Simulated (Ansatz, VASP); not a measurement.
# Zn9Ge20O49 (glassy 69GeO2-31ZnO (mol %)): VASP beside Ansatz

Wanted: the spread between two codes on one cell, functional and k mesh. The structure shown is the start of the Ansatz relaxation below; VASP solves that cell, so the two are compared at the walk's first step.

Method: plane waves, with VASP 6.6.1 beside it; single point at PBE, in Ansatz 0.2.0.

### 1. Starting point

The cell holds 78 atoms: 20 Ge, 9 Zn and 49 O. Cell: a = 10.468 Å, b = 10.468 Å, c = 10.468 Å, α = 90.0°, β = 90.0°, γ = 90.0°. As first built, before any earlier steps moved the atoms (in the runner's words): 78 atoms (20 Ge, 9 Zn, 49 O) placed at random at 3.98 g/cm^3, melted at 4000 K for 10 ps at fixed volume with the Morse and Coulomb pair potential with partial charges (Pedone, Malavasi, Menziani, Cormack and Segre, J. Phys. Chem. B 110, 11780 (2006)). Quenched from 4000 K to 300 K at 20 K/ps and fixed volume, held 10 ps at zero pressure.

### 2. Ansatz: relaxation, PBE

Ansatz runs on its PAW soft_1 files.

The two programs are compared at the cell with which this relaxation starts, whose forces are those of its first step.

The input, input.yaml:

```yaml
crystal:
  lattice:
    - [10.46827, 0.0, 0.0]
    - [0.0, 10.46827, 0.0]
    - [0.0, 0.0, 10.46827]
  atoms:
    - { symbol: Ge, position: [0.43747, 0.06195, 0.31239] }
    - { symbol: Ge, position: [0.78025, 0.37304, 0.64663] }
    - { symbol: Ge, position: [0.51455, 0.34224, 0.83452] }
    - { symbol: Ge, position: [0.61642, 0.02272, 0.53251] }
    - { symbol: Ge, position: [0.17979, 0.0398, 0.51008] }
    - { symbol: Ge, position: [0.10667, 0.957, 0.20307] }
    - { symbol: Ge, position: [0.69597, 0.95819, 0.16484] }
    - { symbol: Ge, position: [0.23192, 0.36406, 0.89517] }
    - { symbol: Ge, position: [0.01252, 0.70082, 0.32003] }
    - { symbol: Ge, position: [0.13588, 0.35975, 0.58066] }
    - { symbol: Ge, position: [0.37894, 0.35341, 0.19259] }
    - { symbol: Ge, position: [0.74278, 0.27436, 0.06455] }
    - { symbol: Ge, position: [0.73837, 0.67362, 0.70445] }
    - { symbol: Ge, position: [0.28689, 0.55763, 0.3889] }
    - { symbol: Ge, position: [0.62318, 0.7204, 0.99285] }
    - { symbol: Ge, position: [0.40032, 0.06256, 0.76578] }
    - { symbol: Ge, position: [0.01268, 0.15743, 0.96736] }
    - { symbol: Ge, position: [0.35029, 0.8743, 0.02735] }
    - { symbol: Ge, position: [0.12381, 0.66291, 0.89613] }
    - { symbol: Ge, position: [0.57176, 0.72592, 0.43834] }
    - { symbol: Zn, position: [0.66593, 0.51867, 0.21978] }
    - { symbol: Zn, position: [0.62575, 0.30532, 0.37309] }
    - { symbol: Zn, position: [0.29493, 0.55477, 0.68419] }
    - { symbol: Zn, position: [0.88666, 0.40856, 0.34957] }
    - { symbol: Zn, position: [0.90386, 0.94562, 0.43687] }
    - { symbol: Zn, position: [0.91662, 0.08174, 0.6828] }
    - { symbol: Zn, position: [0.01941, 0.78314, 0.62699] }
    - { symbol: Zn, position: [0.88958, 0.87044, 0.88016] }
    - { symbol: Zn, position: [0.88013, 0.60109, 0.0705] }
    - { symbol: O, position: [0.15977, 0.66523, 0.36963] }
    - { symbol: O, position: [0.92821, 0.57998, 0.24765] }
    - { symbol: O, position: [0.16062, 0.20712, 0.5233] }
    - { symbol: O, position: [0.62564, 0.32174, 0.962] }
    - { symbol: O, position: [0.28134, 0.45838, 0.26255] }
    - { symbol: O, position: [0.25962, 0.46512, 0.51908] }
    - { symbol: O, position: [0.89713, 0.26869, 0.6832] }
    - { symbol: O, position: [0.55638, 0.12799, 0.41264] }
    - { symbol: O, position: [0.77902, 0.04723, 0.55176] }
    - { symbol: O, position: [0.9455, 0.75627, 0.45749] }
    - { symbol: O, position: [0.63471, 0.68707, 0.29744] }
    - { symbol: O, position: [0.42344, 0.63809, 0.42434] }
    - { symbol: O, position: [0.94473, 0.04403, 0.86259] }
    - { symbol: O, position: [0.40873, 0.46743, 0.80868] }
    - { symbol: O, position: [0.34898, 0.3589, 0.02857] }
    - { symbol: O, position: [0.30928, 0.01568, 0.40084] }
    - { symbol: O, position: [0.26777, 0.94007, 0.14695] }
    - { symbol: O, position: [0.37729, 0.19713, 0.24129] }
    - { symbol: O, position: [0.89836, 0.26865, 0.00016] }
    - { symbol: O, position: [0.28765, 0.0295, 0.65036] }
    - { symbol: O, position: [0.0369, 0.06012, 0.10015] }
    - { symbol: O, position: [0.38972, 0.97705, 0.89699] }
    - { symbol: O, position: [0.97081, 0.69807, 0.94096] }
    - { symbol: O, position: [0.70172, 0.58644, 0.04792] }
    - { symbol: O, position: [0.79306, 0.9418, 0.29354] }
    - { symbol: O, position: [0.52362, 0.40494, 0.25172] }
    - { symbol: O, position: [0.65402, 0.68262, 0.56639] }
    - { symbol: O, position: [0.01349, 0.42008, 0.49197] }
    - { symbol: O, position: [0.71719, 0.85103, 0.04098] }
    - { symbol: O, position: [0.85408, 0.79042, 0.72181] }
    - { symbol: O, position: [0.56502, 0.88877, 0.46127] }
    - { symbol: O, position: [0.47639, 0.76681, 0.03497] }
    - { symbol: O, position: [0.04449, 0.96771, 0.59031] }
    - { symbol: O, position: [0.16441, 0.51207, 0.9484] }
    - { symbol: O, position: [0.17005, 0.3835, 0.73842] }
    - { symbol: O, position: [0.79465, 0.52404, 0.70864] }
    - { symbol: O, position: [0.40332, 0.21794, 0.81865] }
    - { symbol: O, position: [0.14356, 0.67067, 0.72907] }
    - { symbol: O, position: [0.538, 0.04223, 0.67244] }
    - { symbol: O, position: [0.08116, 0.00799, 0.35894] }
    - { symbol: O, position: [0.62006, 0.34184, 0.709] }
    - { symbol: O, position: [0.63515, 0.70791, 0.83084] }
    - { symbol: O, position: [0.23162, 0.77382, 0.95736] }
    - { symbol: O, position: [0.76269, 0.34616, 0.2132] }
    - { symbol: O, position: [0.15384, 0.22074, 0.92262] }
    - { symbol: O, position: [0.53173, 0.97694, 0.20314] }
    - { symbol: O, position: [0.03464, 0.8098, 0.20486] }
    - { symbol: O, position: [0.70802, 0.11592, 0.10936] }
    - { symbol: O, position: [0.74489, 0.37982, 0.48488] }
kpoints:
  mp_grid: { grid: [1, 1, 1] }
hamiltonian:
  xc: pbe
  pseudopotentials: { kind: paw, azcp: { folder: soft_1 } }
scf:
  occupations: { method: fixed }
output:
  forces: true
relax:
  f_tol: 0.05
  max_steps: 150
  cell: {}
```

Started as:

```sh
$ ansatz run input.yaml --threads 4 --pin off --max-ram 8192MiB --backend cpu --events-out ev --progress --plain --runs-dir out
```

Numbers of over 12 decimals in the logs are rounded to 6 here.

The program printed:

```text
Engine: ansatz 0.2.0, aarch64-unknown-linux-gnu
Pseudopotentials: kind: paw
Pseudopotential: Ge, paw, valence charge 14, recommended cutoff 420 eV (normal), soft_1/Ge.paw.azcp
Pseudopotential: Zn, paw, valence charge 12, recommended cutoff 420 eV (normal), soft_1/Zn.paw.azcp
Pseudopotential: O, paw, valence charge 6, recommended cutoff 420 eV (normal), soft_1/O.paw.azcp
Functional definition: PBE
  parameter kappa = 0.804
  parameter beta = 0.066725
  exchange = pbe_x(kappa = kappa, mu = beta*pi^2/3)
  correlation = pbe_c(beta = beta)
Crystal: 78 atoms, lattice volume = 1147.162 Å³
Basis set: ecut = 420 eV, 22335 PW (Γ), exchange–correlation on 144×144×144 points (8 copies of the dense FFT grid, shifted against one another)
Bands: 419, of which v1, the nominal top of the filled ones, is band 341 counted from 1 (340 counted from 0)
Symmetry: 1 space group operations
Space group: P1 (ITA 1), of the structure as read, at distance tolerance 1.0e-4 Å
k-points: 1
Non-local potential: Ge, projectors of the file, l = 0: 2, l = 1: 2, l = 2: 3, l = 3: 1
Non-local potential: Zn, projectors of the file, l = 0: 2, l = 1: 2, l = 2: 3, l = 3: 1
Non-local potential: O, projectors of the file, l = 0: 2, l = 1: 2, l = 2: 1
PAW form: soft (Blöchl's): semilocal exchange-correlation on the pseudo side does not see the compensation charge
PAW one-centre angular grid: Ge, 590 points (default); XC on 64 Gauss nodes
PAW one-centre angular grid: Zn, 590 points (default); XC on 64 Gauss nodes
PAW one-centre angular grid: O, 110 points (default); XC on 64 Gauss nodes
Initial density: superposition of atomic densities (chi_scale 0.1, normalization cell, long waves kept (reshape's long-wave potential 1.00 eV rms))
Initial wavefunctions: pseudopotential atomic-orbital guess
Functional: x = pbe(κ = 0.804, μ = 0.219515), c = pbe(β = 0.066725)
SCF iter   1: F=—  HF=-143587.140357 eV  |F-HF|=—  |Δ(HF+E_count)|=         —  Δρ=1.05e-1  dr2=9.16e1  ethr=3.10e-3  ⟨swp⟩=5.0  Hψ=1337  notcnv=0  defer=75
preconditioner: auto → Resta (q_TF=auto, 2.502 Å⁻¹)  ε∞=3.0  [insulator: Δε(μ)=1.342 eV  Ē_g=20.064 eV  n_scr=304 (ndim 8)  ℏωp=28.6 eV  f_vac=0.166  ε∞_Penn≈3.0]
SCF iter   2: F=—  HF=-143562.945373 eV  |F-HF|=—  |Δ(HF+E_count)|=    2.42e1  Δρ=3.94e-2  dr2=1.06e1  ethr=3.10e-3  ⟨swp⟩=3.0  Hψ=700  notcnv=0  defer=76
SCF iter   3: F=—  HF=-143560.199609 eV  |F-HF|=—  |Δ(HF+E_count)|=    2.75e0  Δρ=1.73e-2  dr2=2.84e0  ethr=1.55e-3  ⟨swp⟩=2.0  Hψ=639  notcnv=0  defer=74
SCF iter   4: F=—  HF=-143559.906983 eV  |F-HF|=—  |Δ(HF+E_count)|=   2.93e-1  Δρ=7.52e-3  dr2=4.16e-1  ethr=4.17e-4  ⟨swp⟩=3.0  Hψ=548  notcnv=0  defer=75
SCF iter   5: F=—  HF=-143559.934802 eV  |F-HF|=—  |Δ(HF+E_count)|=   2.78e-2  Δρ=2.49e-3  dr2=6.05e-2  ethr=6.10e-5  ⟨swp⟩=3.0  Hψ=633  notcnv=0  defer=76
SCF iter   6: F=—  HF=-143559.963140 eV  |F-HF|=—  |Δ(HF+E_count)|=   2.83e-2  Δρ=8.31e-4  dr2=9.92e-3  ethr=8.88e-6  ⟨swp⟩=3.0  Hψ=583  notcnv=0  defer=76
SCF iter   7: F=—  HF=-143559.964653 eV  |F-HF|=—  |Δ(HF+E_count)|=   1.51e-3  Δρ=4.31e-4  dr2=2.20e-3  ethr=1.45e-6  ⟨swp⟩=2.0  Hψ=692  notcnv=0  defer=76
SCF iter   8: F=—  HF=-143559.967155 eV  |F-HF|=—  |Δ(HF+E_count)|=   2.50e-3  Δρ=2.47e-4  dr2=5.81e-4  ethr=3.23e-7  ⟨swp⟩=2.0  Hψ=590  notcnv=0  defer=76
SCF iter   9: F=—  HF=-143559.967227 eV  |F-HF|=—  |Δ(HF+E_count)|=   7.18e-5  Δρ=9.67e-5  dr2=8.56e-5  ethr=8.52e-8  ⟨swp⟩=2.0  Hψ=692  notcnv=0  defer=71
SCF iter  10: F=—  HF=-143559.968529 eV  |F-HF|=—  |Δ(HF+E_count)|=   1.30e-3  Δρ=3.06e-5  dr2=9.87e-6  ethr=1.26e-8  ⟨swp⟩=2.0  Hψ=688  notcnv=0  defer=70
SCF iter  11: F=—  HF=-143559.968541 eV  |F-HF|=—  |Δ(HF+E_count)|=   1.26e-5  Δρ=3.13e-5  dr2=7.21e-6  ethr=1.45e-9  ⟨swp⟩=2.0  Hψ=754  notcnv=0  defer=70
SCF iter  12: F=—  HF=-143559.968540 eV  |F-HF|=—  |Δ(HF+E_count)|=   8.37e-7  Δρ=5.52e-6  dr2=3.22e-7  ethr=1.06e-9  ⟨swp⟩=2.0  Hψ=588  notcnv=0  defer=70
SCF iter  13: F=-143559.968541 eV  HF=-143559.968541 eV  |F-HF|=4.37e-9  |Δ(HF+E_count)|=   2.61e-7  Δρ=3.13e-6  dr2=8.87e-8  ethr=1.47e-11  ⟨swp⟩=5.0  Hψ=1353  notcnv=0
SCF 1 converged in 13 iterations: F = -143559.968541 eV  dr2 = 8.87e-8
  greatest PAW one-centre occupation: 0.999 electrons in one spin orbital (limit 2), on the Ge atom at site 4 (counted from 0), in its partial waves of l = 2
relax step   1: F+E_penalty+E_count = -143559.96854062 eV  Δ(F+E_penalty+E_count) = +0.000e0 eV  max|allowed force component| = 3.801e0 eV/Å  Δτ_max = 0.0000 Å  P = +6.981 GPa  Ω = 1147.162 Å³  (13 SCF iters, dr2 threshold 1.00e-7 eV, accepted)
Crystal: 78 atoms, lattice volume = 1162.144 Å³
Basis set: ecut = 420 eV, 22723 PW (Γ), exchange–correlation on 144×144×144 points (8 copies of the dense FFT grid, shifted against one another)
Initial density: handed on by an earlier stage of this run
Initial wavefunctions: those handed on with the density
[...]
atom  46  O      0.00415001     0.00114615    -0.00088284
  atom  47  O      0.00036317     0.00450176    -0.00123363
  atom  48  O     -0.00047652     0.00264630    -0.00004342
  atom  49  O     -0.00620866    -0.00185124    -0.00550403
  atom  50  O      0.00088975    -0.00045568     0.00134313
  atom  51  O      0.00048862    -0.00322764     0.00535303
  atom  52  O      0.00033503     0.00084070     0.00031803
  atom  53  O      0.00207710     0.00286594    -0.00009764
  atom  54  O     -0.00217100    -0.00035457    -0.00156880
  atom  55  O     -0.00190112     0.00576085    -0.00102713
  atom  56  O     -0.00093852     0.00265907    -0.00456308
  atom  57  O      0.00215149     0.00144569     0.00380525
  atom  58  O     -0.00349523     0.00000849     0.00210489
  atom  59  O      0.00153173     0.00168602    -0.00093327
  atom  60  O      0.00027833    -0.00288218    -0.00111881
  atom  61  O     -0.00011454    -0.00019854    -0.00039242
  atom  62  O      0.00106275     0.00114980    -0.00005591
  atom  63  O     -0.00133327     0.00140973    -0.00344589
  atom  64  O     -0.00304221    -0.00141250     0.00100177
  atom  65  O     -0.00357019     0.00487768     0.00156866
  atom  66  O      0.00281911     0.00010526     0.00017842
  atom  67  O     -0.00268460    -0.00046021    -0.00095739
  atom  68  O      0.00297998    -0.00510425    -0.00206265
  atom  69  O     -0.00011802    -0.00221568    -0.00142944
  atom  70  O      0.00578340     0.00541032    -0.00186916
  atom  71  O      0.00248998     0.00256546    -0.00051313
  atom  72  O     -0.00032480    -0.00169631    -0.00019657
  atom  73  O      0.00245319    -0.00068944    -0.00836798
  atom  74  O     -0.00448563    -0.00115263     0.00070347
  atom  75  O     -0.00206051     0.00343266     0.00258202
  atom  76  O      0.00161364     0.00081475     0.00485902
  atom  77  O     -0.00275159    -0.00169474    -0.00032498
  atom  78  O     -0.00691949    -0.00711318     0.00779058
  max |Σ_I F_I| component: 9.34e-6 eV/Å
--- Stress (GPa, compression-positive) ---
       -0.007047       0.020494      -0.010202
        0.020495      -0.005788      -0.009008
       -0.010202      -0.009008       0.006687
  P = ⅓ Tr σ = -0.0020 GPa (-0.020 kbar)
--- Relaxed structure (22 steps of the walk, 22 accepted, 2 SCFs on fresh bases) ---
  F+E_penalty+E_count = -143569.66113646 eV   max|allowed force component| = 1.225e-2 eV/Å   (the final SCF, on the basis selected at the relaxed cell)
  cell:  # Å, volume = 1108.4914 Å³
    - [10.206397, 0.410651, -0.080231]
    - [0.410651, 10.277000, -0.149912]
    - [-0.080231, -0.149912, 10.587763]
  atoms:
    - { symbol: Ge, position: [0.414771, 0.076731, 0.323569] }
    - { symbol: Ge, position: [0.766646, 0.367050, 0.635803] }
    - { symbol: Ge, position: [0.520924, 0.334838, 0.827702] }
    - { symbol: Ge, position: [0.620278, 0.010685, 0.531552] }
    - { symbol: Ge, position: [0.185787, 0.032463, 0.519079] }
    - { symbol: Ge, position: [0.103144, 0.964841, 0.196352] }
    - { symbol: Ge, position: [0.674666, 1.015940, 0.148294] }
    - { symbol: Ge, position: [0.239064, 0.357520, 0.898721] }
    - { symbol: Ge, position: [0.040200, 0.705534, 0.325572] }
    - { symbol: Ge, position: [0.067065, 0.329851, 0.605347] }
    - { symbol: Ge, position: [0.362845, 0.347442, 0.197952] }
    - { symbol: Ge, position: [0.743648, 0.288015, 0.045320] }
    - { symbol: Ge, position: [0.720807, 0.676877, 0.717242] }
    - { symbol: Ge, position: [0.326849, 0.580762, 0.388789] }
    - { symbol: Ge, position: [0.622358, 0.731253, 1.012843] }
    - { symbol: Ge, position: [0.410207, 0.037274, 0.762139] }
    - { symbol: Ge, position: [0.00693154, 0.152452, 0.956390] }
    - { symbol: Ge, position: [0.335541, 0.861051, 0.011707] }
    - { symbol: Ge, position: [0.112300, 0.656383, 0.890559] }
    - { symbol: Ge, position: [0.603101, 0.704286, 0.438648] }
    - { symbol: Zn, position: [0.634202, 0.504546, 0.225201] }
    - { symbol: Zn, position: [0.681634, 0.244468, 0.340418] }
    - { symbol: Zn, position: [0.273444, 0.526500, 0.670114] }
    - { symbol: Zn, position: [0.881260, 0.482087, 0.393602] }
    - { symbol: Zn, position: [0.896031, 0.967978, 0.408067] }
    - { symbol: Zn, position: [0.913778, 0.069303, 0.678465] }
    - { symbol: Zn, position: [0.011763, 0.769183, 0.614319] }
    - { symbol: Zn, position: [0.866243, 0.871056, 0.898692] }
    - { symbol: Zn, position: [0.904410, 0.611575, 0.095613] }
    - { symbol: O, position: [0.191182, 0.701051, 0.410550] }
    - { symbol: O, position: [0.981153, 0.562651, 0.254251] }
    - { symbol: O, position: [0.150568, 0.204635, 0.515391] }
    - { symbol: O, position: [0.621275, 0.382250, 0.956066] }
    - { symbol: O, position: [0.274968, 0.494055, 0.251362] }
    - { symbol: O, position: [0.368444, 0.496098, 0.523320] }
    - { symbol: O, position: [0.919088, 0.267148, 0.673810] }
    - { symbol: O, position: [0.538569, 0.137348, 0.434860] }
    - { symbol: O, position: [0.782557, 0.054404, 0.545357] }
    - { symbol: O, position: [0.929386, 0.774259, 0.440972] }
    - { symbol: O, position: [0.723493, 0.605310, 0.358511] }
    - { symbol: O, position: [0.463538, 0.668403, 0.344711] }
    - { symbol: O, position: [0.938444, 0.031576, 0.854174] }
    - { symbol: O, position: [0.382270, 0.453306, 0.826105] }
    - { symbol: O, position: [0.348209, 0.323398, 0.034554] }
    - { symbol: O, position: [0.330739, -0.021179, 0.425210] }
    - { symbol: O, position: [0.267962, 0.953863, 0.144103] }
    - { symbol: O, position: [0.307966, 0.208319, 0.273189] }
    - { symbol: O, position: [0.893118, 0.291934, -0.037495] }
    - { symbol: O, position: [0.270394, 0.00938215, 0.675302] }
    - { symbol: O, position: [0.00202455, 0.070668, 0.101280] }
    - { symbol: O, position: [0.421508, 0.948999, 0.904374] }
    - { symbol: O, position: [0.948746, 0.698375, 0.944623] }
    - { symbol: O, position: [0.712223, 0.604582, 0.090024] }
[...]
- { symbol: O, position: [0.617894, 0.707779, 0.849107] }
    - { symbol: O, position: [0.197863, 0.790290, 0.948921] }
    - { symbol: O, position: [0.774925, 0.346459, 0.199612] }
    - { symbol: O, position: [0.158030, 0.203084, 0.911800] }
    - { symbol: O, position: [0.508886, 1.005571, 0.193091] }
    - { symbol: O, position: [0.036031, 0.807985, 0.190150] }
    - { symbol: O, position: [0.683864, 0.130489, 0.027835] }
    - { symbol: O, position: [0.758908, 0.358820, 0.470101] }
```

In the SCF lines HF is the Harris–Foulkes energy and dr2 the Hartree energy of the density residual, in eV; the loop may stop once dr2 is under the threshold and the program's other checks hold. Hψ counts applications of the Hamiltonian.

(Part 1 of 2 ends here.)

[Lines on the potential files, build, host, timing and source positions are cut from VASP's logs without a mark.]

[Logs are printed without paths, hosts, clocks, repeated set-up lines and the standing remarks that a program may print on its own settings, such as how far it seeks lower states.]

[Hosts, paths, dates, database ids (printed as entryN), source tags and the programs' standing remarks are cut or masked in the printed files.]
